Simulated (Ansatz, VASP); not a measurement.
Two plane-wave programs on SiTe3

File INCAR:

```
ALGO = Normal ; EDIFF = 1E-6
EDIFFG = -0.04 ; ENCUT = 600
GGA = PE ; IBRION = 2
ISIF = 3 ; ISMEAR = 0
LASPH = T ; LCHARG = F
LREAL = F ; LWAVE = F
NELM = 60 ; NSW = 90
PREC = Accurate ; SIGMA = 0.1
```

KPOINTS

```
k-points
0
Gamma
  4 4 4
```

File POSCAR:

```
SiTe3
1.0
    5.2634881200      0.0000000000      0.0000000000
    0.0000000000      5.2634881200      0.0000000000
    0.0000000000      0.0000000000      5.2634881200
Si Te
1 3
Direct
    0.0000000000      0.0000000000      0.0000000000
    0.5000000000      0.0000000000      0.5000000000
    0.0000000000      0.5000000000      0.5000000000
    0.5000000000      0.5000000000      0.0000000000
```

Input for Ansatz:

```yaml
crystal:
  lattice:
    - [5.26348812, 0.0, 0.0]
    - [0.0, 5.26348812, 0.0]
    - [0.0, 0.0, 5.26348812]
  atoms:
    - { symbol: Si, position: [0.0, 0.0, 0.0] }
    - { symbol: Te, position: [0.5, 0.0, 0.5] }
    - { symbol: Te, position: [0.0, 0.5, 0.5] }
    - { symbol: Te, position: [0.5, 0.5, 0.0] }
basis:
  ecutwfc: 420
kpoints:
  mp_grid: { grid: [4, 4, 4] }
hamiltonian:
  xc: pbe
scf:
  occupations: { method: gaussian, width: 0.1 }
  lower_state_search: "off"
output:
  forces: true
  stress: true
  eigenvalues: true
relax:
  adjacent_minimum: "off"
  f_tol: 0.04
  max_steps: 70
  cell: { stress_tol: 0.4 }
```

Change from the starting cell: species swapped into the Sc3Al type (Pm-3m, No. 221).

Alike in both runs: task relaxation of cell and atoms; functional PBE; k mesh 4 × 4 × 4; occupations gaussian, width 0.1 eV; no spin polarisation.

```csv
,VASP,Ansatz
version,VASP 6.6.1,Ansatz 0.2.0
potentials or method,"VASP PAW PBE potentials, release 64 (Si, Te)","scalar-relativistic, plane waves, PAW"
plane-wave cutoff (eV),600,420
valence electrons in the cell,22,52
```

|  | VASP | Ansatz | Ansatz less VASP |
| --- | --- | --- | --- |
| gap on the k mesh at the Fermi level, each at its own relaxed structure (eV) | none | none | - |
| relaxed volume (Å³/atom) | 26.11 | 26.08 | -0.029 |
| relaxed cell length with the largest relative difference (Å) | 4.709 | 4.707 | -0.0018 |
| energy change over the relaxation (meV/atom) | -361 | -358 | +2.8 |

A gap of «none» marks a metal or a gap that the smearing closes. The two sets of potentials don't hold the same shells in valence.

Caveats: the volume moved by over 15 % at a fixed basis, so the end points are rough (VASP). The runs have no spin-orbit coupling, so splittings on Te are missing.
